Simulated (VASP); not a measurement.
The system is TiC.

```
Ti C
1.0
     0.00000    2.15930    2.15930
     2.15930    0.00000    2.15930
     2.15930    2.15930    0.00000
Ti C
1 1
Direct
  0.00000 0.00000 0.00000
  0.50000 0.50000 0.50000
```

| Item | Value |
| --- | --- |
| Program | VASP 6.6.1 |
| Task | relaxation of cell and atoms |
| Functional | PBE |
| Dispersion | D3(BJ) |
| Potentials or basis | VASP PAW PBE potentials, release 64 (Ti_sv, C) |
| Cutoff | 600 eV |
| k mesh | 14 × 14 × 14 |
| Occupations | methfessel-paxton, width 0.1 eV |
| Spin | no spin polarisation |

At the start: pressure -4.8 GPa; volume 10.07 Å³/atom.

**Question.** How do energy, volume and symmetry change on relaxing?

**Answer.** Over 3 steps the energy falls by 2.9 meV/atom and the volume is 9.88 Å³/atom (-1.9 %); space group Fm-3m (No. 225, to 0.05 Å).

Step by step:
```tsv
step	energy change (eV)	largest force (eV/Å)	pressure (GPa)	volume (Å³)
1	0.0000	0.0000	-4.81	20.14
2	0.0047	0.0000	6.92	19.27
3	-0.0057	0.0000	-0.02	19.76
```

Final structure:
```
Ti C
1.0
     0.00000    2.14584    2.14584
     2.14584    0.00000    2.14584
     2.14584    2.14584    0.00000
Ti C
1 1
Direct
  0.00000 0.00000 0.00000
  0.50000 0.50000 0.50000
```

Caveat: pairwise dispersion overbinds metals, which lowers pressure and volume.
